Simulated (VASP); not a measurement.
Given:

```
HfGe2
1.0
    4.32266     0.00000     0.00000
   -2.16133     3.74353     0.00000
    0.00000     0.00000     3.35954
Hf Ge
1 2
Direct
  0.00000   0.00000   0.00000
  0.33333   0.66667   0.50000
  0.66667   0.33333   0.50000
```

The numbers are results of PBEsol GGA, VASP's PBE PAW potentials (set 64) (plane waves; VASP), not measurements. Settings: 400 eV cut-off, 9×9×10 Γ-centred mesh, tetrahedra with Blöchl corrections, potentials Hf_pv Ge_d.

The cores are frozen, which limits the accuracy of field gradients.

### Question
Give the principal components of the electric field gradient (V/Å²) and the asymmetry η at each nucleus.

### Answer

| atom | Vxx | Vyy | Vzz | η |
|---|---|---|---|---|
| Hf1 | 61.3 | 61.3 | -122.6 | 0.00 |
| Ge2 | 13.3 | 13.3 | -26.6 | 0.00 |
| Ge3 | 13.3 | 13.3 | -26.6 | 0.00 |

The structure was generated: HfGe2 was put into the AlB2 type (P6/mmm), which need not be its known phase. It was relaxed first, which changed the volume by -34 %.
